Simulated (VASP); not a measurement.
Consider the following.

```
MgI2
1.0
    4.14522     0.00000     0.00000
   -2.07261     3.58987     0.00000
    0.00000     0.00000    19.61715
I Mg
2 1
Direct
  0.66667   0.33333   0.41506
  0.33333   0.66667   0.58494
  0.00000   0.00000   0.50000
```

Calculation: PBEsol GGA, VASP's PBE PAW potentials (set 64) (plane waves; VASP 6.6.1). Settings: PREC = Normal, 400 eV cut-off, 12×12×1 Γ-centred mesh, Gaussian smearing of 0.050 eV, potentials I Mg.

Unless said otherwise, spin-orbit coupling is left out, though it shifts the bands of the heavy elements here.

Task: What does the run give for the energy per atom (σ→0), band gap (on the k-mesh) with the smallest direct gap where there is one?

Result: 
```yaml
band gap (on the k-mesh): 3.61 eV
smallest direct gap (on the k-mesh): 4.04 eV
energy per atom (σ→0): -2.800 eV/atom
```

Only differences to runs with the same potentials and settings are physical.

The cell is a sheet with vacuum, built from MgI2 (1T layered).
